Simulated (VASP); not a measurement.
Data:

```
Pb
1.0
    3.46434     0.00000     0.00000
   -1.73217     3.00020     0.00000
    0.00000     0.00000     5.71032
Pb
2
Direct
  0.33333   0.66667   0.25000
  0.66667   0.33333   0.75000
```

All values below come from PBEsol GGA, VASP's PBE PAW potentials (set 64) (plane waves; VASP). Settings: 400 eV cut-off, 14×14×7 Γ-centred mesh, tetrahedra with Blöchl corrections, potentials Pb_d.

Unless said otherwise, spin-orbit coupling is left out, though it shifts the bands of the heavy elements here.

### Question
What does the run give for the energy per atom (σ→0), band gap (on the k-mesh) with the smallest direct gap where there is one?

### Answer

band gap (on the k-mesh): none (metal, semimetal or under 0.01 eV)
energy per atom (σ→0): -3.982 eV/atom

The absolute energy has meaning only against runs of the same code, potentials and settings.

The structure comes from a measured Pb entry (P6_3/mmc) of the Crystallography Open Database, whose conditions weren't checked. It was relaxed first.
